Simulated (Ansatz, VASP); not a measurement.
## Two plane-wave programs on B3C

```
B C
1.0
    -3.10612   -0.00291   -0.02588
    -0.02497    0.02492   -2.87058
    -0.00375   -6.40857    0.04223
B C
6 2
Cartesian
  -2.0683 -5.6043 -1.5310
  -3.5332 -1.6383 -0.8543
  -1.0469 -6.9888 -2.1944
  -2.0483 -3.8897 -0.8036
  -0.9771 -4.1379 0.6591
  -1.9844 -0.9062 -0.8468
  -3.5694 -3.2467 -0.8370
  -0.3680 0.8129 0.7063
```

Change from the starting cell: cell x2, atoms moved at random (sigma 0.15 Å) and cell strained at random (1.5 %), then relaxed without symmetry.

Alike in both runs: functional PBE; k mesh 8 × 8 × 4; occupations gaussian, width 0.2 eV; no spin polarisation.

Ansatz relaxed the structure, and its values are those at the end. VASP's run is a single point on that final structure, the one shown.

|  | VASP | Ansatz |
| --- | --- | --- |
| version | VASP 6.6.1 | Ansatz 0.2.0 |
| potentials or method | VASP PAW PBE potentials, release 64 (B, C) | scalar-relativistic, plane waves, PAW |
| plane-wave cutoff (eV) | 520 | 420 |
| valence electrons in the cell | 26 | 26 |

VASP gave:

| Item | Value |
| --- | --- |
| gap on the k mesh at the Fermi level (eV) | none |
| pressure (GPa) | 0.1 |
| rms of the force components (eV/Å) | 0.008 |

Q: Estimate Ansatz's values.

A: gap on the k mesh at the Fermi level (eV): none; pressure (GPa): 0.0; rms of the force components (eV/Å): 0.003.

A gap of «none» marks a metal or a gap that the smearing closes. With one functional, cell and mesh, what is left measures potentials, basis and numerics.
